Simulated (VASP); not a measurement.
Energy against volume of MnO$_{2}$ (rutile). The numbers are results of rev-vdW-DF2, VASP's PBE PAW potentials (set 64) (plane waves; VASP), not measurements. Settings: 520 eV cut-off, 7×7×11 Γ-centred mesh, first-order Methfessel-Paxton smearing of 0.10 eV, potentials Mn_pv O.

Shape and ions are relaxed at each volume.

```
V (Å³/atom)  E (eV/atom)
-----------  -----------
8.924           -6.19089
9.200           -6.19814
9.476           -6.19299
9.752           -6.17739
```

Question: Fit these four points and predict the energy of the run at 8.648 Å³/atom.

Answer: A cubic in V^(−2/3), the third-order Birch-Murnaghan form, passes through the four points with V0 = 9.22 Å³/atom and B0 = 237 GPa, and gives -6.1689 eV/atom there. The run gave -6.1689 eV/atom, +0.0 meV/atom from the fit; all five points give B0 = 237 GPa.

The compound is MnO2 in the rutile structure. It was relaxed first.
